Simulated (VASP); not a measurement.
Here is the system:

```xyz
2
Lattice="0.0000 2.9346 2.9346 2.9346 0.0000 2.9346 2.9346 2.9346 0.0000" Properties=species:S:1:pos:R:3 pbc="T T T"
Ga     0.0000     0.0000     0.0000
As     1.4673     1.4673     1.4673
```

All values below come from PBE GGA, VASP's PBE PAW potentials (set 64) (plane waves; VASP). Numerical set-up: 300 eV cut-off, 7×7×7 Γ-centred mesh, Gaussian smearing of 0.20 eV, potentials Ga_d As.

At this cut-off the stress carries a Pulay error, which pulls relaxed volumes low.

Q: What does the run give for the energy per atom (σ→0), pressure, band gap (on the k-mesh) with the smallest direct gap where there is one?

A: 
```
Quantity                                                    Result
------------------------  ----------------------------------------
band gap (on the k-mesh)  none (metal, semimetal or under 0.01 eV)
energy per atom (σ→0)                               -4.118 eV/atom
pressure                                                 -3.21 GPa
```

Only differences to runs with the same potentials and settings are physical.

The structure comes from a computed database's GaAs entry; how it stands against other phases isn't given here. The cell was not relaxed at this level.
